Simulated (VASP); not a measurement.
A convergence study with VASP on Cu₂O (cuprite): one setting is varied, all else stays as given below, so the limit is that of these other settings. Each run relaxes cell and ions from the cell shown.

```xyz
6
Lattice="4.2700 0.0000 0.0000 0.0000 4.2700 0.0000 0.0000 0.0000 4.2700" Properties=species:S:1:pos:R:3 pbc="T T T"
Cu     3.2025     1.0675     3.2025
Cu     1.0675     3.2025     3.2025
Cu     3.2025     3.2025     1.0675
Cu     1.0675     1.0675     1.0675
O      0.0000     0.0000     0.0000
O      2.1350     2.1350     2.1350
```

All values below come from LDA (Ceperley-Alder, Perdew-Zunger), VASP's LDA PAW potentials (set 64) (plane waves; VASP). The tightest run used: 700 eV cut-off, 9×9×9 Γ-centred mesh, Gaussian smearing of 0.050 eV, potentials Cu O.

Gaps are read on the run's mesh, which can miss a band edge.

**Question.** The settings run are 2×2×2 mesh; 3×3×3 mesh; 5×5×5 mesh; 6×6×6 mesh; 7×7×7 mesh; 8×8×8 mesh; 9×9×9 mesh. From which on does the relaxed volume stay within 0.1 Å³/atom of the tightest run?

**Answer.** From 3×3×3 mesh on: it is off by 0.035 there and by no more than 0.1 in any finer run, while 2×2×2 mesh is off by 0.214.
```csv
setting,relaxed volume (Å³/atom),E (eV/atom),gap on the mesh (eV),irreducible k-points,difference judged (Å³/atom)
2×2×2 mesh,12.365,-5.3607,0.648,4,0.214
3×3×3 mesh,12.187,-5.4284,0.686,4,0.035
5×5×5 mesh,12.158,-5.4352,0.693,10,0.007
6×6×6 mesh,12.154,-5.4357,0.694,20,0.003
7×7×7 mesh,12.153,-5.4359,0.694,20,0.002
8×8×8 mesh,12.151,-5.4360,0.694,35,0.000
9×9×9 mesh,12.151,-5.4361,0.694,35,0.000
```

Left out are rungs that failed or repeat a setting and relaxations that didn't move; long series are thinned to 24 rows.

The compound is Cu2O in the cuprite structure.
